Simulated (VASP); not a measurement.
Data:

```yaml
crystal:
  lattice:
    - [1.61332, -2.79435, 0.00000]
    - [1.61332, 2.79435, 0.00000]
    - [0.00000, 0.00000, 5.14380]
  atoms:
    - { symbol: Zr, position: [0.33333, 0.66667, 0.25000] }
    - { symbol: Zr, position: [0.66667, 0.33333, 0.75000] }
```

Computed with MS2 meta-GGA, VASP's PBE PAW potentials (set 64) (plane waves; VASP). Numerical set-up: 520 eV cut-off, 15×15×8 Γ-centred mesh, tetrahedra with Blöchl corrections, potentials Zr_sv.

Estimate the energy per atom (σ→0), band gap (over mesh and band path) with the smallest direct gap where there is one.

```
Quantity                                                               Value
----------------------------------  ----------------------------------------
band gap (over mesh and band path)  none (metal, semimetal or under 0.01 eV)
energy per atom (σ→0)                                         -8.461 eV/atom
```

The compound is Zr in the hcp structure. It was relaxed first.
